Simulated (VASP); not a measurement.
The system is RbSnS.

```
CELL_PARAMETERS angstrom
4.64916 0.00000 0.00000
0.00000 4.64916 0.00000
0.00000 0.00000 5.32857
ATOMIC_POSITIONS crystal
Rb 0.00000 0.00000 0.00000
Sn 0.50000 0.50000 0.50000
S 0.50000 0.50000 0.00000
```

The cell was built by a generator and needn't be a form met in nature.

| Quantity | Value |
| --- | --- |
| Program | VASP 6.6.1 |
| Task | relaxation of cell and atoms |
| Functional | LDA |
| Potentials or basis | VASP PAW LDA potentials, release 64 (Rb_sv, Sn_d, S) |
| Cutoff | 600 eV |
| k mesh | 6 × 6 × 5 |
| Occupations | gaussian, width 0.05 eV |
| Spin | no spin polarisation |

At the start: pressure -1.6 GPa; volume 38.39 Å³/atom.

Task: How do energy, volume and symmetry change on relaxing?

Result: Over 7 steps the energy falls by 21.7 meV/atom and the volume is 34.54 Å³/atom (-10.0 %); space group P4/mmm (No. 123, to 0.05 Å).

Step by step:
```tsv
step	energy change (eV)	largest force (eV/Å)	pressure (GPa)	volume (Å³)
1	0.0000	0.0000	-1.62	115.18
2	-0.0458	0.0000	-0.62	108.83
3	-0.0557	0.0000	0.09	104.43
4	-0.0647	0.0000	0.11	103.00
5	-0.0648	0.0000	0.10	103.13
6	-0.0650	0.0000	0.02	103.55
7	-0.0650	0.0000	0.00	103.63
```

Final structure:
```yaml
crystal:
  lattice:
    - [4.44428, 0.00000, 0.00000]
    - [0.00000, 4.44428, 0.00000]
    - [0.00000, 0.00000, 5.24672]
  atoms:
    - { symbol: Rb, position: [0.00000, 0.00000, 0.00000] }
    - { symbol: Sn, position: [0.50000, 0.50000, 0.50000] }
    - { symbol: S, position: [0.50000, 0.50000, 0.00000] }
```
